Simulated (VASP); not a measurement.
# GW on KBr: a test of the settings, part 2 of 2

Aim: test the GW correction to the gap of KBr. The starting structure is a measured crystal structure from the Crystallography Open Database. Cell and atoms stay as given.

VASP 6.6.1.

Results so far: G0W0 (response cutoff 100 eV, 3×3×3 mesh) 6.72 eV; G0W0 (response cutoff 160 eV, 3×3×3 mesh) 6.89 eV; G0W0 (response cutoff 240 eV, 3×3×3 mesh) 6.98 eV.

## (5) GW0 with iterated eigenvalues (response cutoff 160 eV, 3×3×3 mesh)

Level of this step: evGW0 on LDA; plane waves and PAW (Br_GW, K_sv_GW) (VASP).

It reads the orbitals and their derivatives (WAVECAR and WAVEDER) of a run with the empty bands, which follows a ground-state run; neither is shown.

Contents of INCAR:

```
SYSTEM = KBr
PREC = Accurate
ENCUT = 300
ISMEAR = 0
SIGMA = 0.01
LREAL = .FALSE.
GGA = CA
NBANDS = 332
ALGO = EVGW0
NELMGW = 4
ENCUTGW = 160
NOMEGA = 40
PRECFOCK = Fast
NBANDSGW = 16
LWAVE = .FALSE.
LCHARG = .FALSE.
```

Contents of POSCAR:

```
KBr
1.0
    0.0000000000      3.2923500000      3.2923500000
    3.2923500000      0.0000000000      3.2923500000
    3.2923500000      3.2923500000      0.0000000000
Br K
1 1
Direct
    0.5000000000      0.5000000000      0.5000000000
    0.0000000000      0.0000000000      0.0000000000
```

Contents of KPOINTS:

```
Automatic mesh
0
Gamma
3 3 3
0 0 0
```

PAW data sets: Br_GW and K_sv_GW (LDA family, release 64).

On the command line:

```sh
$ mpirun -np 4 vasp_std
```

Log:

```text
[banner, memory and clock lines left out]
running    4 mpi-ranks, on    1 nodes
[...]
[... a notice as in an earlier step ...]

 LDA part: xc-table for (Slater(with rela. corr.)+CA(PZ))
 , standard interpolation
 found WAVECAR, reading the header
 POSCAR, INCAR and KPOINTS ok, starting setup
[...]
reading WAVECAR
 the WAVECAR file was read successfully
 initial charge from wavefunction
 available memory per node:    187.65 GB, setting MAXMEM to    192152

 The Fermi energy was updated, please check that it is located mid-gap
 values below the HOMO (VB) or above the LUMO (CB) will cause erroneous energies
 E-fermi :   1.2798

 calculate exact exchange contribution
 the WAVEDER file was read successfully
energies w=
    0.000    0.000    1.155    0.000    2.304    0.000    3.439    0.000
    4.556    0.000    5.652    0.000    6.725    0.000    7.773    0.000
    8.799    0.000    9.804    0.000   10.791    0.000   11.764    0.000
[...]
calculate QP shifts <psi_nk| G(iteration)W_0 |psi_nk>: iteration 3
 allocating  10 responsefunctions rank=   332
 shmem allocating  40 responsefunctions rank=   332
 response function shared by NCSHMEM nodes    1
 Doing           10  frequencies on each core in blocks of           40
NQ=   1    0.0000    0.0000    0.0000,
|.........|.........|.........|.........|.........|.........|.........|.........
 performed        182000 updates of chi_q(r,r)
 total number of BLAS operations        159.93 Gflops
NQ=   2    0.3333    0.0000    0.0000,
|.........|.........|.........|.........|.........|.........|.........|.........
 performed        566000 updates of chi_q(r,r)
 total number of BLAS operations        498.82 Gflops
NQ=   3    0.3333    0.3333    0.0000,
|.........|.........|.........|.........|.........|.........|.........|.........
 performed        907000 updates of chi_q(r,r)
 total number of BLAS operations        784.12 Gflops
NQ=   4   -0.3333    0.3333    0.0000,
|.........|.........|.........|.........|.........|.........|.........|.........
 performed       1312000 updates of chi_q(r,r)
 total number of BLAS operations       1122.62 Gflops
 resolving degeneracies of screened two electron integrals

 calculate QP shifts <psi_nk| G(iteration)W_0 |psi_nk>: iteration 4
 entering main loop
```

Wall time 1.8 min (4 MPI ranks of Intel Xeon Platinum 8375C at 2.90GHz (Ice Lake), shared host); peak memory 1 GiB.

From OUTCAR (step 5):

```text
 QP shifts <psi_nk| G(iteration)W_0 |psi_nk>: iteration 2
 k-point   1 :       0.0000    0.0000    0.0000
  band No. old QP-enery  QP-energies   sigma(KS)   T+V_ion+V_H  V^pw_x(r,r')   Z            occupation Imag(sigma)
    ...
      5     -14.7807     -15.2790     -21.2924       5.8782     -24.5482       0.7867       2.0000       0.1586
      6      -2.5362      -2.8313     -14.9618      12.0513     -16.5257       0.7883       2.0000       0.1431
      7      -2.5362      -2.8313     -14.9618      12.0513     -16.5257       0.7883       2.0000       0.1431
      8      -2.5362      -2.8313     -14.9618      12.0513     -16.5257       0.7883       2.0000       0.1431
      9       4.3577       4.4946      -6.1182      10.6386      -3.0876       0.8415       0.0000      -0.1091
     10       8.2043       8.3982      -6.8655      15.3036      -3.5564       0.8295       0.0000      -0.1420
     11       8.2043       8.3982      -6.8655      15.3036      -3.5564       0.8295       0.0000      -0.1420
     12       8.2043       8.3982      -6.8655      15.3036      -3.5564       0.8295       0.0000      -0.1420
    ...

 QP shifts <psi_nk| G(iteration)W_0 |psi_nk>: iteration 3
 k-point   1 :       0.0000    0.0000    0.0000
  band No. old QP-enery  QP-energies   sigma(KS)   T+V_ion+V_H  V^pw_x(r,r')   Z            occupation Imag(sigma)
    ...
      5     -15.2790     -15.3660     -21.2670       5.8782     -24.5482       0.7919       2.0000       0.1589
      6      -2.8313      -2.8871     -14.9533      12.0513     -16.5257       0.7886       2.0000       0.1437
      7      -2.8313      -2.8871     -14.9533      12.0513     -16.5257       0.7886       2.0000       0.1437
      8      -2.8313      -2.8871     -14.9533      12.0513     -16.5257       0.7886       2.0000       0.1437
      9       4.4946       4.5113      -6.1242      10.6386      -3.0876       0.8432       0.0000      -0.1096
     10       8.3982       8.4221      -6.8766      15.3036      -3.5564       0.8294       0.0000      -0.1431
     11       8.3982       8.4221      -6.8766      15.3036      -3.5564       0.8294       0.0000      -0.1431
     12       8.3982       8.4221      -6.8766      15.3036      -3.5564       0.8294       0.0000      -0.1431
    ...

 QP shifts <psi_nk| G(iteration)W_0 |psi_nk>: iteration 4
 k-point   1 :       0.0000    0.0000    0.0000
  band No. old QP-enery  QP-energies   sigma(KS)   T+V_ion+V_H  V^pw_x(r,r')   Z            occupation Imag(sigma)
    ...
      5     -15.3660     -15.3948     -21.2807       5.8782     -24.5482       0.7893       2.0000       0.1552
      6      -2.8871      -2.8942     -14.9474      12.0513     -16.5257       0.7886       2.0000       0.1441
      7      -2.8871      -2.8942     -14.9474      12.0513     -16.5257       0.7886       2.0000       0.1441
      8      -2.8871      -2.8942     -14.9474      12.0513     -16.5257       0.7886       2.0000       0.1441
      9       4.5113       4.5134      -6.1248      10.6386      -3.0876       0.8432       0.0000      -0.1096
     10       8.4221       8.4243      -6.8788      15.3036      -3.5564       0.8294       0.0000      -0.1433
     11       8.4221       8.4243      -6.8788      15.3036      -3.5564       0.8294       0.0000      -0.1433
     12       8.4221       8.4243      -6.8788      15.3036      -3.5564       0.8294       0.0000      -0.1433
    ...

[... 3 parts as in an earlier step ...]

[... 1 further part left out ...]
[key lines of the parts left out:]
E-fermi :   1.2798
```

GW0 with iterated eigenvalues (response cutoff 160 eV, 3×3×3 mesh): the quasiparticle gap on this mesh is 7.408 eV, +3.360 eV from the LDA gap on the same points, with 332 bands.

## (6) G0W0 (response cutoff 100 eV, 4×4×4 mesh)

It reads the orbitals and their derivatives (WAVECAR and WAVEDER) of a run with the empty bands, which follows a ground-state run; neither is shown.

INCAR: that of step 5 with these lines changed.

```diff
@@ -7,6 +7,6 @@
 GGA = CA
-NBANDS = 332
+NBANDS = 164
 ALGO = EVGW0
-NELMGW = 4
-ENCUTGW = 160
+NELMGW = 1
+ENCUTGW = 100
 NOMEGA = 40
```

POSCAR is that of step 5.

Contents of KPOINTS:

```
Automatic mesh
0
Gamma
4 4 4
0 0 0
```

On the command line:

```sh
$ mpirun -np 4 vasp_std
```

Log:

```text
[banner, memory and clock lines left out]
running    4 mpi-ranks, on    1 nodes
[...]
[... a notice as in an earlier step ...]

 LDA part: xc-table for (Slater(with rela. corr.)+CA(PZ))
 , standard interpolation
 found WAVECAR, reading the header
 POSCAR, INCAR and KPOINTS ok, starting setup
[...]
reading WAVECAR
 the WAVECAR file was read successfully
 initial charge from wavefunction
 available memory per node:    186.17 GB, setting MAXMEM to    190641

 The Fermi energy was updated, please check that it is located mid-gap
 values below the HOMO (VB) or above the LUMO (CB) will cause erroneous energies
 E-fermi :   1.2751

 calculate exact exchange contribution
 the WAVEDER file was read successfully
energies w=
    0.000    0.000    1.151    0.000    2.295    0.000    3.426    0.000
    4.539    0.000    5.631    0.000    6.700    0.000    7.745    0.000
    8.767    0.000    9.769    0.000   10.752    0.000   11.722    0.000
[...]
total number of BLAS operations        194.99 Gflops
NQ=   4    0.2500    0.2500    0.0000,
|.........|.........|.........|.........|.........|.........|.........|.........
 performed       1240000 updates of chi_q(r,r)
 total number of BLAS operations        272.07 Gflops
NQ=   5    0.5000    0.2500    0.0000,
|.........|.........|.........|.........|.........|.........|.........|.........
 performed       1714000 updates of chi_q(r,r)
 total number of BLAS operations        374.20 Gflops
NQ=   6   -0.2500    0.2500    0.0000,
|.........|.........|.........|.........|.........|.........|.........|.........
 performed       2136000 updates of chi_q(r,r)
 total number of BLAS operations        465.03 Gflops
NQ=   7    0.5000    0.5000    0.0000,
|.........|.........|.........|.........|.........|.........|.........|.........
 performed       2411000 updates of chi_q(r,r)
 total number of BLAS operations        514.56 Gflops
NQ=   8   -0.2500    0.5000    0.2500,
|.........|.........|.........|.........|.........|.........|.........|.........
 performed       2770000 updates of chi_q(r,r)
 total number of BLAS operations        584.49 Gflops
 resolving degeneracies of screened two electron integrals

 calculate QP shifts <psi_nk| G(iteration)W_0 |psi_nk>: iteration 1
 entering main loop
```

It took 49 s on 4 MPI ranks; peak memory 0.74 GiB; 3.2 min of CPU time.

Parts of OUTCAR (step 6):

```text
 QP shifts <psi_nk| G(iteration)W_0 |psi_nk>: iteration 1
 for sc-GW calculations column KS-energies equals QP-energies in previous step
 and V_xc(KS)=  KS-energies - (<T + V_ion + V_H > + <T+V_H+V_ion>^1  + <V_x>^1)
 k-point   1 :       0.0000    0.0000    0.0000
  band No.  KS-energies  QP-energies   sigma(KS)   V_xc(KS)     V^pw_x(r,r')   Z            occupation Imag(sigma)
    ...
      5     -11.8567     -14.6633     -21.2593     -17.7368     -24.5386       0.7968       2.0000       0.1831
      6      -0.7512      -2.3056     -14.7574     -12.7957     -16.4666       0.7924       2.0000       0.1335
      7      -0.7512      -2.3056     -14.7574     -12.7957     -16.4666       0.7924       2.0000       0.1335
      8      -0.7512      -2.3056     -14.7574     -12.7957     -16.4666       0.7924       2.0000       0.1335
      9       3.3015       4.4137      -6.0240      -7.3371      -3.1622       0.8470       0.0000      -0.1040
     10       6.5978       8.2835      -6.6847      -8.7052      -3.5750       0.8343       0.0000      -0.1264
     11       6.5978       8.2835      -6.6847      -8.7052      -3.5750       0.8343       0.0000      -0.1264
     12       6.5978       8.2835      -6.6847      -8.7052      -3.5750       0.8343       0.0000      -0.1264
    ...

[... 1 part as in an earlier step ...]

[... 2 further parts left out ...]
[key lines of the parts left out:]
E-fermi :   1.2751
```

G0W0 (response cutoff 100 eV, 4×4×4 mesh): the quasiparticle gap on this mesh is 6.719 eV, +2.667 eV from the LDA gap on the same points, with 164 bands.

## (7) The runs compared

| run | LDA gap on the mesh (eV) | GW gap (eV) | correction (eV) | bands |
| --- | --- | --- | --- | --- |
| G0W0 (response cutoff 100 eV, 3×3×3 mesh) | 4.048 | 6.719 | 2.671 | 164 |
| G0W0 (response cutoff 160 eV, 3×3×3 mesh) | 4.048 | 6.894 | 2.846 | 332 |
| G0W0 (response cutoff 240 eV, 3×3×3 mesh) | 4.048 | 6.976 | 2.928 | 604 |
| GW0 with iterated eigenvalues (response cutoff 160 eV, 3×3×3 mesh) | 4.048 | 7.408 | 3.36 | 332 |
| G0W0 (response cutoff 100 eV, 4×4×4 mesh) | 4.053 | 6.719 | 2.667 | 164 |

## (8) Outcome

```yaml
gap_g0w0_response_cutoff_100_ev_3x3x3_mesh: 6.719 eV
gap_g0w0_response_cutoff_160_ev_3x3x3_mesh: 6.894 eV
gap_g0w0_response_cutoff_240_ev_3x3x3_mesh: 6.976 eV
gap_gw0_with_iterated_eigenvalues_response_cutoff_160_ev_3x3x3_mesh: 7.408 eV
gap_g0w0_response_cutoff_100_ev_4x4x4_mesh: 6.719 eV
```

**Reading.** The correction to the LDA gap of KBr is +2.671 eV at a response cutoff of 100 eV, +2.846 eV at a response cutoff of 160 eV, +2.928 eV at a response cutoff of 240 eV. The number of bands rises with the cutoff. On a 4×4×4 mesh in place of 3×3×3 the correction is +2.667 eV against +2.671 eV. Iterating the eigenvalues in G raises the gap by +0.514 eV. From a response cutoff of 160 to 240 eV the correction still moves by +0.082 eV, so cutoff and bands aren't shown to be converged. The LDA gap along the bands, from another run on this structure, is 4.057 eV. On the 3×3×3 mesh it is 4.048 eV, so this mesh comes close to the edges. On the 4×4×4 mesh it is 4.053 eV, so this mesh comes close to the edges. Further runs on this material are not shown.

[Lines on the potential files, build, host, timing and source positions are cut from VASP's logs without a mark.]

[Logs are printed without paths, hosts, clocks, repeated set-up lines and the standing remarks that a program may print on its own settings, such as how far it seeks lower states.]

[Hosts, paths, dates, database ids (printed as entryN), source tags and the programs' standing remarks are cut or masked in the printed files.]
